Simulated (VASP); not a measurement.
The system is Sn.

```
CELL_PARAMETERS angstrom
0.00000 3.23334 3.23334
3.23334 0.00000 3.23334
3.23334 3.23334 0.00000
ATOMIC_POSITIONS crystal
Sn 0.00000 0.00000 0.00000
Sn 0.25000 0.25000 0.25000
```

This isn't the form of Sn at room conditions, which is tetragonal (white tin).

| Property | Result |
| --- | --- |
| Program | VASP 6.6.1 |
| Task | relaxation of cell and atoms |
| Functional | PBEsol |
| Potentials or basis | VASP PAW PBE potentials, release 64 (Sn_d) |
| Cutoff | 520 eV |
| k mesh | 8 × 8 × 8 |
| Occupations | gaussian, width 0.02 eV |
| Spin | no spin polarisation |

At the start: pressure 1.4 GPa; volume 33.80 Å³/atom.

**Question.** How do energy, volume and symmetry change on relaxing?

**Answer.** Over 3 steps the energy falls by 4.7 meV/atom and the volume is 34.89 Å³/atom (+3.2 %); space group Fd-3m (No. 227, to 0.05 Å).

The path:
```
step  energy change (eV)  largest force (eV/Å)  pressure (GPa)  volume (Å³)
   1              0.0000                0.0000            1.44        67.61
   2             -0.0082                0.0000           -0.49        70.63
   3             -0.0095                0.0000           -0.01        69.78
```

Final structure:
```
Sn
1.0
     0.00000    3.26761    3.26761
     3.26761    0.00000    3.26761
     3.26761    3.26761    0.00000
Sn
2
Direct
  0.00000 0.00000 0.00000
  0.25000 0.25000 0.25000
```

Caveat: the PAW data sets were made with another functional, which shifts forces and pressure a little.
